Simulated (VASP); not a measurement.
Calculation: LDA (Ceperley-Alder, Perdew-Zunger), VASP's LDA PAW potentials (set 64) (plane waves; VASP).

VASP ran on this input.

### INCAR
```
SYSTEM = PbS
PREC = Accurate
ENCUT = 520
EDIFF = 1E-7
NELM = 100
ALGO = Normal
LREAL = .FALSE.
LASPH = .TRUE.
ISMEAR = 0
SIGMA = 0.05
LMAXMIX = 4
LWAVE = .FALSE.
LCHARG = .FALSE.
ISIF = 2
```

File KPOINTS:
```
Automatic mesh
0
Gamma
8 8 8
0 0 0
```

### POSCAR
```
PbS
1.0
  0.0000000000   2.8929014160   2.8929014160
  2.8929014160   0.0000000000   2.8929014160
  2.8929014160   2.8929014160   0.0000000000
Pb S
1 1
Cart
  0.0000000000   0.0000000000   0.0000000000
  2.8929014160   2.8929014160   2.8929014160
```

POTCAR, in this order: Pb_d S (LDA.64 set). Program: vasp_std.

Unless said otherwise, spin-orbit coupling is left out, though it shifts the bands of the heavy elements here.

**Question.** Predict the energy per atom (σ→0), pressure, band gap (on the k-mesh).

**Answer.** 
| Quantity | Value |
|---|---|
| energy per atom (σ→0) | -4.995 eV/atom |
| band gap (on the k-mesh) | 0.09 eV |
| pressure | 2.03 GPa |

**OSZICAR**
```
...
DAV:   7    -0.999253836455E+01    0.71538E-02   -0.11191E-01   894   0.200E+00    0.191E+00
DAV:   8    -0.998943778870E+01    0.31006E-02   -0.10360E-02   998   0.123E+00    0.878E-02
DAV:   9    -0.998913373859E+01    0.30405E-03   -0.17867E-03  1232   0.411E-01    0.765E-02
DAV:  10    -0.998915898833E+01   -0.25250E-04   -0.12960E-04   902   0.965E-02    0.385E-02
DAV:  11    -0.998915417524E+01    0.48131E-05   -0.20375E-05  1064   0.588E-02    0.127E-02
DAV:  12    -0.998915414693E+01    0.28309E-07   -0.12241E-06  1108   0.147E-02    0.196E-03
DAV:  13    -0.998915414907E+01   -0.21407E-08   -0.59269E-08   502   0.270E-03
   1 F= -.99891541E+01 E0= -.99890531E+01  d E =-.202058E-03
```

The compound is PbS in the rock salt structure. This cell is one point of a volume scan, at 0.97 of the reference volume.
